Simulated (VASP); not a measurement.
Consider the following.

```yaml
crystal:
  lattice:
    - [0.00000, 2.51007, 2.51007]
    - [2.51007, 0.00000, 2.51007]
    - [2.51007, 2.51007, 0.00000]
  atoms:
    - { symbol: Hf, position: [0.00000, 0.00000, 0.00000] }
    - { symbol: O, position: [0.75000, 0.75000, 0.75000] }
    - { symbol: O, position: [0.25000, 0.25000, 0.25000] }
```

These are PBEsol GGA, VASP's PBE PAW potentials (set 64) (plane waves; VASP) values and carry that method's errors. Run with 520 eV cut-off, 8×8×8 Γ-centred mesh, Gaussian smearing of 0.010 eV, potentials Hf_pv O.

Task: Give the electronic dielectric tensor ε∞ (DFPT, local fields included).

Result: 
```
5.31  0.00  0.00
0.00  5.31  0.00
0.00  0.00  5.31
```

Task: Give the Born effective charges.

Result: 
| atom | Z*xx | Z*yy | Z*zz | mean |
|---|---|---|---|---|
| Hf1 | 5.53 | 5.53 | 5.53 | 5.53 |
| O2 | -2.76 | -2.76 | -2.76 | -2.76 |
| O3 | -2.76 | -2.76 | -2.76 | -2.76 |

The structure comes from a computed database's HfO2 entry (Fm-3m); how it stands against other phases isn't given here. It was relaxed first.
